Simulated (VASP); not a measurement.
```xyz
2
Lattice="0.0000 2.7518 2.7518 2.7518 0.0000 2.7518 2.7518 2.7518 0.0000" Properties=species:S:1:pos:R:3 pbc="T T T"
Ag     0.0000     0.0000     0.0000
Cl     2.7518     2.7518     2.7518
```

The numbers are results of r2SCAN+rVV10, VASP's PBE PAW potentials (set 64) (plane waves; VASP), not measurements. Run with 520 eV cut-off, 8×8×8 Γ-centred mesh, Gaussian smearing of 0.050 eV, potentials Ag Cl.

Question: Give the energy at these volumes per atom, relative to the lowest: 19.55, 20.17, 20.80, 21.42, 22.04 Å³.

Answer: 15.7, 3.9, 0.0, 2.6, 10.7 meV/atom. A third-order Birch-Murnaghan fit gives B0 = 55.4 GPa and B0′ = 5.1.

The compound is AgCl in the rock salt structure. It was relaxed first.
